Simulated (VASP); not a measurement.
Write the native input for VASP 6.6.1 that does the following.

- Task: single point
- Functional: PBE
- Potentials or basis: VASP PAW PBE potentials, release 64 (Ti_sv, Hf_pv, O)
- Cutoff: 520 eV
- k mesh: 3 × 3 × 3
- Occupations: fermi-dirac, width 0.01 eV
- Spin: no spin polarisation
- Dipole correction: no
- Further INCAR settings: LREAL = Auto; ALGO = Normal; EDIFF = 1e-06; NBANDS = 107

The structure of Hf7TiO16 (a cell with a defect) lies in POSCAR:

```
Hf7TiO16
1.0
    0.0000000000      5.1150000000      5.1150000000
    5.1150000000      0.0000000000      5.1150000000
    5.1150000000      5.1150000000      0.0000000000
Ti Hf O
1 7 16
Direct
    0.0000000000      0.0000000000      0.0000000000
    0.0000000000      0.0000000000      0.5000000000
    0.0000000000      0.5000000000      0.0000000000
    0.0000000000      0.5000000000      0.5000000000
    0.5000000000      0.0000000000      0.0000000000
    0.5000000000      0.0000000000      0.5000000000
    0.5000000000      0.5000000000      0.0000000000
    0.5000000000      0.5000000000      0.5000000000
    0.1227894087      0.1227894087      0.1227894087
    0.1227894087      0.1227894087      0.6316317738
    0.1227894087      0.6316317738      0.1227894087
    0.1234561415      0.6255146195      0.6255146195
    0.6316317738      0.1227894087      0.1227894087
    0.6255146195      0.1234561415      0.6255146195
    0.6255146195      0.6255146195      0.1234561415
    0.6255146195      0.6255146195      0.6255146195
    0.3744853805      0.3744853805      0.3744853805
    0.3744853805      0.3744853805      0.8765438585
    0.3744853805      0.8765438585      0.3744853805
    0.3683682262      0.8772105913      0.8772105913
    0.8765438585      0.3744853805      0.3744853805
    0.8772105913      0.3683682262      0.8772105913
    0.8772105913      0.8772105913      0.3683682262
    0.8772105913      0.8772105913      0.8772105913
```

These files were run (other wordings do the same):

INCAR

```
SYSTEM = Hf7TiO16
PREC = Accurate ; ENCUT = 520
EDIFF = 1E-6 ; ISMEAR = -1
SIGMA = 0.01 ; LREAL = Auto
LASPH = .True. ; NELM = 100
ALGO = Normal ; ISIF = 2
LWAVE = .False. ; LCHARG = .False.
GGA = PE ; NBANDS = 107
```

KPOINTS

```
Automatic mesh
0
Gamma
  3 3 3
  0 0 0
```

Potentials or basis: VASP PAW PBE potentials, release 64 (Ti_sv, Hf_pv, O).

Command:

```bash
$ cat potpaw_PBE.64/Ti_sv/POTCAR potpaw_PBE.64/Hf_pv/POTCAR potpaw_PBE.64/O/POTCAR > POTCAR
$ mpirun -np 1 vasp_std > vasp.out
```

Results of the run:

```yaml
Pressure: -9.4 GPa
Largest_force: 0.128 eV/Å
Band_gap_on_the_k_mesh: 1.72 eV, direct
```

Caveat: spin-orbit coupling is left out, which moves the levels of the heavy elements.

Run time: 6 min on 1 thread of Intel(R) Xeon(R) Platinum 8559C (Emerald Rapids) (shared host), peak memory 0.42 GiB.
